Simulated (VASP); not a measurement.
```xyz
2
Lattice="0.0000 2.3104 2.3104 2.3104 0.0000 2.3104 2.3104 2.3104 0.0000" Properties=species:S:1:pos:R:3 pbc="T T T"
B      0.0000     0.0000     0.0000
P      1.1552     1.1552     1.1552
```

Method: r2SCAN meta-GGA, VASP's PBE PAW potentials (set 64) (plane waves; VASP). Run with 520 eV cut-off, 10×10×10 Γ-centred mesh, Gaussian smearing of 0.050 eV, potentials B P.

### Question
Give the stress tensor in GPa (positive for a compressed cell).

### Answer

```
-8.88   0.00   0.00
 0.00  -8.88   0.00
 0.00   0.00  -8.88
```
The pressure is its mean diagonal, -8.88 GPa.

The compound is BP in the zinc blende structure. This cell is one point of a volume scan, at 1.06 of the reference volume.
